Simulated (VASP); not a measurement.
Given:

```
CELL_PARAMETERS angstrom
      0.00000     3.00526     3.00526
      3.00526     0.00000     3.00526
      3.00526     3.00526     0.00000
ATOMIC_POSITIONS crystal
  In 0.00000 0.00000 0.00000
  P  0.25000 0.25000 0.25000
```

All values below come from optB88-vdW, VASP's PBE PAW potentials (set 64) (plane waves; VASP). Run with 520 eV cut-off, 8×8×8 Γ-centred mesh, Gaussian smearing of 0.050 eV, potentials In_d P.

Problem. Give the stress tensor in GPa (positive for a compressed cell).

Solution. 
```
-1.66   0.00   0.00
 0.00  -1.66   0.00
 0.00   0.00  -1.66
```
The pressure is its mean diagonal, -1.66 GPa.

The compound is InP in the zinc blende structure. This cell is one point of a volume scan, at 1.03 of the reference volume.
